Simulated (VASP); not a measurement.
# LaBRh3 with r2SCAN + rVV10: from relaxation to properties, part 3 of 5

What structure and properties does r2SCAN + rVV10 give LaBRh3, and how near are they to the measured ones? The start is a cell from a database of measured crystal structures.

VASP 6.6.1; r2SCAN with rVV10; plane waves and PAW (La, B, Rh_pv).

Still holding for the runs below: This run has no spin polarisation. Its electron count is odd, so without a moment it is a metal by construction.

So far. Step 3 (Single point with fields (r2SCAN + rVV10)): In this run the pressure is -0.01 GPa, small enough to go on. Step 4 (Bands along the symmetry lines (r2SCAN + rVV10)): There is no gap at this level. The relaxed cell has a = 4.243 Å (conventional setting).

### Step 5. Density of states (r2SCAN + rVV10)

Here the states are counted by energy and projected on the atoms. The mesh is finer than in the run before.

INCAR reads:

```
SYSTEM = LaBRh3
PREC = Accurate
ENCUT = 420
EDIFF = 1E-06
NELM = 100
ISMEAR = -5
SIGMA = 0.2
LREAL = .FALSE.
ALGO = Normal
METAGGA = R2SCAN
LUSE_VDW = .TRUE.
IVDW_NL = 2
BPARAM = 11.95
CPARAM = 0.0093
LASPH = .TRUE.
NBANDS = 45
LORBIT = 11
LWAVE = .FALSE.
LCHARG = .FALSE.
KPAR = 4
NEDOS = 2001
```

POSCAR reads:

```
LaBRh3
1.0
    4.2430011694      0.0000000000      0.0000000000
    0.0000000000      4.2430011694      0.0000000000
    0.0000000000      0.0000000000      4.2430011694
La B Rh
1 1 3
Direct
    0.0000000000      0.0000000000      0.0000000000
    0.5000000000      0.5000000000      0.5000000000
    0.0000000000      0.5000000000      0.5000000000
    0.5000000000      0.0000000000      0.5000000000
    0.5000000000      0.5000000000      0.0000000000
```

KPOINTS reads:

```
Automatic mesh
0
Gamma
8 8 8
0 0 0
```

PAW data sets: La, B and Rh_pv (PBE family, release 64).

On the command line:

```sh
$ mpirun -np 4 vasp_std
```

The program printed:

```text
[... set-up lines as in an earlier step ...]
 entering main loop
       N       E                     dE             d eps       ncg     rms          rms(c)
Total rVV10 correction in eV:      1.1846160    62.0100111
Total rVV10 correction in eV:      1.1846160    62.0100111
Total rVV10 correction in eV:      1.1846160    62.0100111
Total rVV10 correction in eV:      1.1846160    62.0100111
DAV:   1     0.497613525838E+03    0.49761E+03   -0.28029E+04  4291   0.172E+03
DAV:   2    -0.752152429026E+02   -0.57283E+03   -0.52250E+03  3270   0.433E+02
DAV:   3    -0.128376058744E+03   -0.53161E+02   -0.47416E+02  3608   0.124E+02
DAV:   4    -0.132036504515E+03   -0.36604E+01   -0.36078E+01  5421   0.317E+01
DAV:   5    -0.132100066001E+03   -0.63561E-01   -0.63318E-01  4032   0.323E+00    0.252E+01
Total rVV10 correction in eV:      1.1187481    62.0100043
Total rVV10 correction in eV:      1.1187481    62.0100043
Total rVV10 correction in eV:      1.1187481    62.0100043
Total rVV10 correction in eV:      1.1187481    62.0100043
DAV:   6    -0.114067893065E+03    0.18032E+02   -0.42217E+01  4222   0.435E+01    0.107E+01
Total rVV10 correction in eV:      1.1482156    62.0100033
Total rVV10 correction in eV:      1.1482156    62.0100033
Total rVV10 correction in eV:      1.1482156    62.0100033
Total rVV10 correction in eV:      1.1482156    62.0100033
DAV:   7    -0.111995356568E+03    0.20725E+01   -0.82856E+00  4413   0.166E+01    0.335E+00
Total rVV10 correction in eV:      1.1483721    62.0100037
Total rVV10 correction in eV:      1.1483721    62.0100037
Total rVV10 correction in eV:      1.1483721    62.0100037
Total rVV10 correction in eV:      1.1483721    62.0100037
DAV:   8    -0.112038909191E+03   -0.43553E-01   -0.45896E-01  4540   0.371E+00    0.186E+00
Total rVV10 correction in eV:      1.1461579    62.0100038
Total rVV10 correction in eV:      1.1461579    62.0100038
Total rVV10 correction in eV:      1.1461579    62.0100038
Total rVV10 correction in eV:      1.1461579    62.0100038
DAV:   9    -0.112036092910E+03    0.28163E-02   -0.58684E-02  4702   0.158E+00    0.487E-01
Total rVV10 correction in eV:      1.1465316    62.0100037
Total rVV10 correction in eV:      1.1465316    62.0100037
Total rVV10 correction in eV:      1.1465316    62.0100037
Total rVV10 correction in eV:      1.1465316    62.0100037
DAV:  10    -0.112038724265E+03   -0.26314E-02   -0.50118E-03  4936   0.452E-01    0.153E-01
Total rVV10 correction in eV:      1.1471503    62.0100037
Total rVV10 correction in eV:      1.1471503    62.0100037
Total rVV10 correction in eV:      1.1471503    62.0100037
Total rVV10 correction in eV:      1.1471503    62.0100037
DAV:  11    -0.112038698920E+03    0.25344E-04   -0.10851E-03  4589   0.206E-01    0.364E-02
Total rVV10 correction in eV:      1.1471509    62.0100037
Total rVV10 correction in eV:      1.1471509    62.0100037
Total rVV10 correction in eV:      1.1471509    62.0100037
Total rVV10 correction in eV:      1.1471509    62.0100037
DAV:  12    -0.112038682339E+03    0.16581E-04   -0.10040E-04  4845   0.756E-02    0.134E-02
Total rVV10 correction in eV:      1.1472377    62.0100037
Total rVV10 correction in eV:      1.1472377    62.0100037
Total rVV10 correction in eV:      1.1472377    62.0100037
Total rVV10 correction in eV:      1.1472377    62.0100037
DAV:  13    -0.112038687418E+03   -0.50783E-05   -0.20199E-05  4298   0.191E-02    0.422E-03
Total rVV10 correction in eV:      1.1472242    62.0100037
Total rVV10 correction in eV:      1.1472242    62.0100037
Total rVV10 correction in eV:      1.1472242    62.0100037
Total rVV10 correction in eV:      1.1472242    62.0100037
DAV:  14    -0.112038688344E+03   -0.92649E-06   -0.79844E-07  2373   0.768E-03
Total rVV10 correction in eV:      1.1472378    62.0100037
Total rVV10 correction in eV:      1.1472378    62.0100037
Total rVV10 correction in eV:      1.1472378    62.0100037
Total rVV10 correction in eV:      1.1472378    62.0100037
Total rVV10 correction in eV:      1.1472282    62.0100037
Total rVV10 correction in eV:      1.1472282    62.0100037
Total rVV10 correction in eV:      1.1472282    62.0100037
Total rVV10 correction in eV:      1.1472282    62.0100037
   1 F= -.11203869E+03 E0= -.11203869E+03  d E =0.000000E+00
 -----------------------------------------------------------------------------
|                                                                             |
|           W    W    AA    RRRRR   N    N  II  N    N   GGGG   !!!           |
|           W    W   A  A   R    R  NN   N  II  NN   N  G    G  !!!           |
|           W    W  A    A  R    R  N N  N  II  N N  N  G       !!!           |
|           W WW W  AAAAAA  RRRRR   N  N N  II  N  N N  G  GGG   !            |
|           WW  WW  A    A  R   R   N   NN  II  N   NN  G    G                |
|           W    W  A    A  R    R  N    N  II  N    N   GGGG   !!!           |
|                                                                             |
|     Tetrahedron method does not include variations of the Fermi             |
|     occupations, so forces and stress will be inaccurate. We suggest        |
|     using a different smearing scheme ISMEAR = 1 or 2 for metals in         |
|     relaxations.                                                            |
|                                                                             |
 -----------------------------------------------------------------------------
```

Elapsed: 1.8 min, on 4 MPI ranks of AMD EPYC 7R43, shared host; peak memory 1.2 GiB; 7.2 min of CPU time.

OUTCAR, selected parts (step 5):

```text
   k-points           NKPTS =     35   k-points in BZ     NKDIM =     35   number of bands    NBANDS=     45

   NELECT =      59.0000    total number of electrons

 E-fermi :  10.3350

 k-point     1 :       0.0000    0.0000    0.0000
  band No.  band energies     occupation
    ...
     24       9.0069      2.00000
     25       9.0069      2.00000
     26       9.7613      2.00000
     27       9.7613      2.00000
     28       9.7613      2.00000
     29      10.5228     -0.13109
     30      10.6210      0.00000
     31      10.6210      0.00000
     32      10.6210      0.00000
     33      14.0506      0.00000
    ...

  Total        0.0705393      0.0705393      0.0705393     -0.0000000      0.0000000     -0.0000000
  in kB        1.4795247      1.4795247      1.4795247     -0.0000000      0.0000000     -0.0000000
  external PRESSURE =       1.4795247 kB  Pullay stress =       0.0000000 kB

  FREE ENERGIE OF THE ION-ELECTRON SYSTEM (eV)
  ---------------------------------------------------
  free  energy   TOTEN  =      -112.0386883442 eV

  energy  without entropy=     -112.0386883442  energy(sigma->0) =     -112.03868834

[... 7 parts as in an earlier step ...]

[... 10 further parts left out ...]
```

With tetrahedra the forces and stress of a metal are not exact derivatives of the energy.

This step gave:

| Quantity | Value |
| --- | --- |
| SCF cycles | 14 |
| irreducible k-points | 35 |
| free energy (TOTEN) | -112.0387 eV |
| Fermi energy | 10.34 eV |
| pressure | 0.1480 GPa |
| DOS at the Fermi level | 4.598 states/eV/cell |

The density of states has structure finer than the step of the table below, so its rows give means over 0.5 eV, whole bins alone (the curve runs from -12.0 to 3.81 eV). Peaks (eV: height): total -2.95: 10.3, -2.48: 11.9, -1.82: 9.95, -1.35: 14.2; Rh d -2.95: 6.99, -2.48: 8.89, -1.82: 7.67, -1.35: 11.9; La d -2.95: 0.446, 3.62: 1.88; Rh s -5.39: 0.221, -3.04: 0.356, 1.75: 0.820, 2.22: 0.428; B p -5.29: 0.4, -4.45: 0.451, 1.75: 0.479, 2.22: 0.285.

States under -12.0 eV and over 3.8 eV are left out. The density of states by energy, zero at the Fermi level; means over each step; 7 of 8 lines; values in states/eV/cell:

```
energy (eV)    total     Rh d     La d     Rh s      B p     Rh p     La f
      -11.0        0        0        0        0        0        0        0
      -10.5  0.00883  0.00219        0  0.00158   2.0e-5   3.3e-5        0
      -10.0    0.308   0.0772   5.2e-6   0.0507  0.00142  0.00409        0
       -9.5    0.742    0.185   3.5e-4    0.104  0.00564   0.0221        0
       -9.0     1.23    0.292  0.00155    0.149   0.0125   0.0576   1.9e-5
       -8.5     1.03    0.220  0.00316    0.110   0.0157   0.0682   3.8e-5
       -8.0    0.499    0.100  0.00244   0.0489   0.0127   0.0398   1.0e-4
       -7.5    0.159   0.0328  0.00106   0.0146  0.00702   0.0137   6.9e-5
       -7.0   0.0284  0.00709   2.8e-4  0.00272  0.00206  0.00212        0
       -6.5    0.125   0.0570  0.00220   0.0154   0.0196   6.8e-4        0
       -6.0    0.909    0.419   0.0125    0.101    0.147   0.0123   4.9e-4
       -5.5     2.10    0.967   0.0189    0.199    0.350   0.0548  0.00243
       -5.0     2.43     1.12   0.0253    0.179    0.366    0.105  0.00534
       -4.5     4.40     2.51   0.0799    0.120    0.403    0.193   0.0218
       -4.0     3.19     1.94    0.112   0.0937    0.147   0.0892   0.0103
       -3.5     3.68     2.30    0.167    0.125   0.0807   0.0721   0.0141
       -3.0     8.20     5.48    0.333    0.276    0.119    0.120   0.0371
       -2.5     7.85     5.72    0.233    0.136    0.140    0.146   0.0502
       -2.0     8.33     6.27    0.222    0.153    0.129    0.146   0.0520
       -1.5     9.90     8.04    0.196    0.142   0.0440    0.115    0.150
       -1.0     5.42     3.93    0.112    0.126   0.0943    0.197   0.0612
       -0.5     3.57     2.51   0.0936   0.0751   0.0670    0.161   0.0187
        0.0     3.31     2.88   0.0334   0.0317   0.0106   0.0555  0.00615
        0.5    0.359    0.177   0.0133   0.0194  0.00739   0.0290  0.00235
        1.0    0.400    0.202   0.0105   0.0196   0.0311   0.0357  0.00406
        1.5     2.25     1.20   0.0841    0.213    0.176    0.136   0.0427
        2.0     4.03     2.00    0.268    0.416    0.305    0.227   0.0821
        2.5     2.08    0.849    0.251    0.133    0.147    0.163   0.0616
        3.0     2.80    0.781    0.626   0.0591   0.0746    0.239    0.224
        3.5     5.97    0.803     1.26   0.0440   0.0764    0.403     2.04
```

The finer mesh and the other smearing move the Fermi level by -0.06 eV from the 5×5×5 run, one measure of the sampling error in the zero of the bands above. Of the states within 0.3 eV of the Fermi level, the largest shares in the PAW spheres are Rh d 87 %. The rest lies in smaller channels or between the spheres.

(Part 3 of 5 ends here.)

[Lines on the potential files, build, host, timing and source positions are cut from VASP's logs without a mark.]

[Logs are printed without paths, hosts, clocks, repeated set-up lines and the standing remarks that a program may print on its own settings, such as how far it seeks lower states.]

[Hosts, paths, dates, database ids (printed as entryN), source tags and the programs' standing remarks are cut or masked in the printed files.]

[A measured line is paired with the nearest computed mode of its activity, which favours agreement.]
